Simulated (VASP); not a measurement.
Runs of VASP 6.6.1 on OSnBrH. The cell holds a molecule in a box, 4 atoms: a = 13.000 Å, b = 11.000 Å, c = 11.000 Å, α = 90.00°, β = 90.00°, γ = 90.00°. 

```csv
task,level,potentials or basis,cutoff (eV),grid for exact exchange (PRECFOCK),screening parameter,exchange at q = 0,gap on the mesh (eV),largest force (eV/Å)
electron localisation function,PBE,"VASP PAW PBE potentials, release 64 (O, Sn_d, Br, H)",520,-,-,-,3.14,0.73
single point,revPBE+D3(BJ),"VASP PAW PBE potentials, release 64 (O, Sn_d, Br, H)",520,-,-,-,(a),0.93
atomic charges,PBE+TS,"VASP PAW PBE potentials, release 64 (O, Sn_d, Br, H)",520,-,-,-,3.14,0.73
single point,HSE06+D3(BJ),"VASP PAW PBE potentials, release 64 (O, Sn_d, Br, H)",520,Normal,0.2 1/A,-,4.14,0.13
single point,B3LYP+TS,"VASP PAW PBE potentials, release 64 (O_s, Sn_d, Br, H_s)",400,Fast,-,truncated,4.47,1.59
single point,r2SCAN0+D4,"VASP PAW PBE potentials, release 64 (O, Sn_d, Br, H)",520,Normal,-,default,5.13,(b)
```

Alike in all rows: no spin polarisation; cell as given; k mesh 1 × 1 × 1; smearing gaussian 0.01 eV.

Q: Estimate the missing entries.

A: (a) 3.16; (b) 0.18.

Caveats: spin-orbit coupling is left out, which moves the levels of the heavy elements; the PAW data sets were made with another functional, which shifts forces and pressure a little (some runs).

A k mesh can miss the band edges, and the runs leave out spin-orbit coupling on Br, Sn.

Not every run made on this cell is shown here.
